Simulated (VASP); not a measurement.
A convergence study with VASP on TlCl (CsCl type): one setting is varied, all else stays as given below, so the limit is that of these other settings.

```yaml
crystal:
  lattice:
    - [3.84000, 0.00000, 0.00000]
    - [0.00000, 3.84000, 0.00000]
    - [0.00000, 0.00000, 3.84000]
  atoms:
    - { symbol: Tl, position: [0.00000, 0.00000, 0.00000] }
    - { symbol: Cl, position: [0.50000, 0.50000, 0.50000] }
```

Level of theory: PBE GGA, VASP's PBE PAW potentials (set 64) (plane waves; VASP). The tightest run used: 550 eV cut-off, 16×16×16 Γ-centred mesh, Gaussian smearing of 0.010 eV, potentials Tl_d Cl.

Task: The settings run are 4×4×4 mesh; 6×6×6 mesh; 8×8×8 mesh; 10×10×10 mesh; 12×12×12 mesh; 14×14×14 mesh; 16×16×16 mesh. From which on does the highest Γ mode stay within 2 cm⁻¹ of the tightest run?

Result: From 6×6×6 mesh on: it is off by 0.3 there and by no more than 2 in any finer run, while 4×4×4 mesh is off by 3.7.
```tsv
setting	mean ε∞	highest Γ mode (cm⁻¹)	irreducible k-points	difference judged (cm⁻¹)
4×4×4 mesh	5.88	43.1	10	3.7
6×6×6 mesh	5.37	46.6	20	0.3
8×8×8 mesh	5.31	46.8	35	0.0
10×10×10 mesh	5.30	46.8	56	0.0
12×12×12 mesh	5.30	46.9	84	0.0
14×14×14 mesh	5.30	46.8	120	0.0
16×16×16 mesh	5.29	46.9	165	0.0
```

Left out are rungs that failed or repeat a setting and relaxations that didn't move; long series are thinned to 24 rows.

The compound is TlCl in the CsCl type structure. The cell was not relaxed at this level.
